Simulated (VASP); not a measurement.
The system is MnSb.

```xyz
4
Lattice="4.1300 0.0000 0.0000 -2.0650 3.5767 0.0000 0.0000 0.0000 5.8000" Properties=species:S:1:pos:R:3 pbc="T T T"
Sb    0.0000    2.3845    1.4500
Sb    2.0650    1.1922    4.3500
Mn    0.0000    0.0000    0.0000
Mn    0.0000    0.0000    2.9000
```

Base run:

| Property | Result |
| --- | --- |
| Program | VASP 6.6.1 |
| Functional | PBE |
| Potentials or basis | VASP PAW PBE potentials, release 64 (Sb, Mn_pv) |
| Cutoff | 520 eV |
| k mesh | 8 × 8 × 5 |
| Occupations | gaussian, width 0.05 eV |
| Spin | collinear spin, typed start |
| Starting moments | [0.0, 0.0, 4.5, 4.5] μB |

Its results: band gap on the k mesh none (metal or under the smearing width); pressure -2.7 GPa; net moment 6.71 μB per cell; site moments Sb -0.13; Mn +3.40 μB.

**Question.** The run is repeated on the same cell with these changes: moments at the start from [0.0, 0.0, 4.5, 4.5] to [0.0, 0.0, 4.5, -4.5]. What comes out?

**Answer.** Band gap on the k mesh none (metal or under the smearing width); pressure -3.4 GPa; net moment 0.00 μB per cell; site moments Sb +0.00; Mn +3.32, -3.32 μB.
